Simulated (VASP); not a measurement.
Data:

```xyz
3
Lattice="0.0000 2.5715 2.5715 2.5715 0.0000 2.5715 2.5715 2.5715 0.0000" Properties=species:S:1:pos:R:3 pbc="T T T"
Zr     0.0000     0.0000     0.0000
O      1.2857     1.2857     1.2857
O      3.8572     3.8572     3.8572
```

These are revPBE GGA, VASP's PBE PAW potentials (set 64) (plane waves; VASP) values and carry that method's errors. Numerical set-up: 520 eV cut-off, 7×7×7 Γ-centred mesh, Gaussian smearing of 0.050 eV, potentials Zr_sv O.

Q: What does the run give for the energy per atom (σ→0)?

A: 
```yaml
energy per atom (σ→0): -9.138 eV/atom
```

Only differences to runs with the same potentials and settings are physical.

The compound is ZrO2 in the fluorite structure, the high-temperature cubic form, which is unstable at 0 K; the monoclinic form is the stable one. It was relaxed first. The start is the result of an earlier pass.
